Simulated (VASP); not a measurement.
Input:

```cif
data_As4In4
_chemical_formula_sum 'In4 As4'
_space_group_name_H-M_alt 'F-43m'
_space_group_IT_number 216
_space_group_name_Hall 'F -4 2 3'
_cell_length_a 6.09018
_cell_length_b 6.09018
_cell_length_c 6.09018
_cell_angle_alpha 90.000
_cell_angle_beta 90.000
_cell_angle_gamma 90.000
loop_
_atom_site_label
_atom_site_type_symbol
_atom_site_symmetry_multiplicity
_atom_site_Wyckoff_symbol
_atom_site_fract_x
_atom_site_fract_y
_atom_site_fract_z
_atom_site_occupancy
In1 In 4 a 0.00000 0.00000 0.00000 1
As1 As 4 d 0.75000 0.75000 0.75000 1
```
(The calculation used a cell of 2 atoms; values per cell refer to that cell.)

Method: PBEsol GGA, VASP's PBE PAW potentials (set 64) (plane waves; VASP 6.6.1). Numerical set-up: 480 eV cut-off, 10×10×10 Γ-centred mesh, first-order Methfessel-Paxton smearing of 0.10 eV, potentials In_d As.

Each relaxation starts from this cell; other phases were not tried.

The cell is relaxed at 15 GPa. What happens?

The volume per atom goes from 28.24 to 23.64 Å³ (-16.3 %), and the cell becomes a = b = c = 5.740 Å, α = β = γ = 90.00°, space group F-43m.

The cell is relaxed at 30 GPa. What happens?

The volume per atom goes from 28.24 to 21.34 Å³ (-24.4 %), and the cell becomes a = 5.548 Å, b = 5.548 Å, c = 5.548 Å, α = 90.00°, β = 90.00°, γ = 90.00°, space group F-43m.

Failed runs are left out, and for metals the shear rows, which the mesh's noise covers.

The compound is InAs in the zinc blende structure.
